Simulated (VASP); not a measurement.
A run of VASP 6.6.1 is set up as follows.

File POSCAR:

```
RbPd
1.0
    0.0000000000      3.1148990200      3.1148990200
    3.1148990200      0.0000000000      3.1148990200
    3.1148990200      3.1148990200      0.0000000000
Rb Pd
1 1
Direct
    0.5000000000      0.5000000000      0.5000000000
    0.0000000000      0.0000000000      0.0000000000
```

INCAR.step1

```
PREC     = Accurate       # precision mode
ENCUT    = 600            # plane-wave cutoff, eV
EDIFF    = 1E-8           # SCF threshold, eV
ISMEAR   = 1              # smearing method
SIGMA    = 0.1            # smearing width, eV
LREAL    = False          # projectors in reciprocal space
LASPH    = True           # aspherical terms in the spheres
NELM     = 60             # most SCF steps
ALGO     = Normal         # electronic algorithm
ISIF     = 3              # what is computed and relaxed
LWAVE    = False          # write WAVECAR
LCHARG   = False          # write CHGCAR
METAGGA  = R2SCAN         # meta-GGA
LMIXTAU  = True         
IBRION   = 2              # ionic algorithm
NSW      = 40             # ionic steps
EDIFFG   = -0.002         # ionic threshold
```

File INCAR.step2:

```
PREC     = Accurate       # precision mode
ENCUT    = 600            # plane-wave cutoff, eV
EDIFF    = 1E-8           # SCF threshold, eV
ISMEAR   = 1              # smearing method
SIGMA    = 0.1            # smearing width, eV
LREAL    = False          # projectors in reciprocal space
LASPH    = True           # aspherical terms in the spheres
NELM     = 60             # most SCF steps
ALGO     = Normal         # electronic algorithm
ISIF     = 3              # what is computed and relaxed
LWAVE    = False          # write WAVECAR
LCHARG   = False          # write CHGCAR
METAGGA  = R2SCAN         # meta-GGA
LMIXTAU  = True         
IBRION   = 6              # ionic algorithm
NFREE    = 2            
POTIM    = 0.015          # step
NSW      = 1              # ionic steps
```

Contents of KPOINTS:

```
regular mesh
0
Gamma
  5 5 5
```

Potentials or basis: VASP PAW PBE potentials, release 64 (Rb_sv, Pd).

Run with:

```sh
$ cat potpaw_PBE.64/Rb_sv/POTCAR potpaw_PBE.64/Pd/POTCAR > POTCAR
$ cp INCAR.step1 INCAR
$ mpirun -np 1 vasp_std > vasp.out
$ cp CONTCAR POSCAR
$ cp INCAR.step2 INCAR
$ mpirun -np 1 vasp_std > vasp.out
```

What does it give for the elastic constants C11, C12, C44?

32, 5, -5 GPa.

Estimate the Voigt bulk modulus.

14 GPa.

Estimate the relaxed cell.

a = 4.615 Å, b = 4.615 Å, c = 4.615 Å, α = 60.00°, β = 60.00°, γ = 60.00°.

Final structure:
```
Rb Pd
1.0
     0.00000    3.26364    3.26364
     3.26364    0.00000    3.26364
     3.26364    3.26364    0.00000
Rb Pd
1 1
Cartesian
  3.2636 3.2636 3.2636
  0.0000 0.0000 0.0000
```

Caveat: the elastic tensor has a negative eigenvalue, so either the cell is unstable as it stands or the mesh is too thin; the PAW data sets were made with another functional, which shifts forces and pressure a little.
